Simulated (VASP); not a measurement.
VASP ran on this input.

### INCAR
```
AEXX  =  0.25
ALGO  =  Normal
EDIFF  =  1E-6
ENCUT  =  300
GGA  =  PE
HFSCREEN  =  0.2
ISIF  =  2
ISMEAR  =  0
ISYM  =  3
LASPH  =  .TRUE.
LCHARG  =  .FALSE.
LHFCALC  =  .TRUE.
LMAXMIX  =  4
LREAL  =  .FALSE.
LWAVE  =  .FALSE.
NELM  =  100
PREC  =  Accurate
PRECFOCK  =  Fast
SIGMA  =  0.01
SYSTEM  =  CsPbCl3
```

### POSCAR
```
CsPbCl3
1.0
  5.6167940000   0.0000000000   0.0000000000
  0.0000000000   5.6167940000   0.0000000000
  0.0000000000   0.0000000000   5.6167940000
Cs Pb Cl
1 1 3
direct
  0.0000000000   0.0000000000   0.0000000000
  0.5000000000   0.5000000000   0.5000000000
  0.0000000000   0.5000000000   0.5000000000
  0.5000000000   0.0000000000   0.5000000000
  0.5000000000   0.5000000000   0.0000000000
```

### KPOINTS
```
Automatic mesh
0
Gamma
2 2 2
0 0 0
```

POTCAR, in this order: Cs_sv Pb_d Cl (PBE.64 set). Program: vasp_std.

**Question.** Write an equivalent input for Ansatz.

**Answer.** One equivalent input (not run):
Ansatz 0.2 input:
```yaml
crystal:
  lattice:
    - [5.6167940, 0.0000000, 0.0000000]
    - [0.0000000, 5.6167940, 0.0000000]
    - [0.0000000, 0.0000000, 5.6167940]
  atoms:
    - { symbol: Cs, position: [0.0000000, 0.0000000, 0.0000000] }
    - { symbol: Pb, position: [0.5000000, 0.5000000, 0.5000000] }
    - { symbol: Cl, position: [0.0000000, 0.5000000, 0.5000000] }
    - { symbol: Cl, position: [0.5000000, 0.0000000, 0.5000000] }
    - { symbol: Cl, position: [0.5000000, 0.5000000, 0.0000000] }
kpoints:
  mp_grid: { grid: [2, 2, 2] }
hamiltonian:
  xc: hse06
  pseudopotentials: { kind: paw }
scf:
  occupations: { method: gaussian, width: 0.01 }
  max_iter: 100
output: { forces: true, stress: true, eigenvalues: true }
```
The two are equivalent in intent, not identical: each code has its own PAW files, so the cut-off isn't converted (ENCUT is set for VASP's; basis.ecutwfc is left out, and Ansatz then takes the one that its files recommend); Ansatz stops its SCF on the density residual and VASP on the energy change (EDIFF); Ansatz's hse06 screens at 0.11 per bohr (0.208 per Å), slightly more than HFSCREEN = 0.2.

The structure comes from a computed database's CsPbCl3 entry; how it stands against other phases isn't given here. The cell was not relaxed at this level. The k-mesh is coarse (spacing up to 0.56 per Å, 2π included), so the numbers may not be converged in it. The run is one of a series of settings (KPOINTS 2×2×2 Γ-centred mesh against the base run), some of them coarse on purpose.
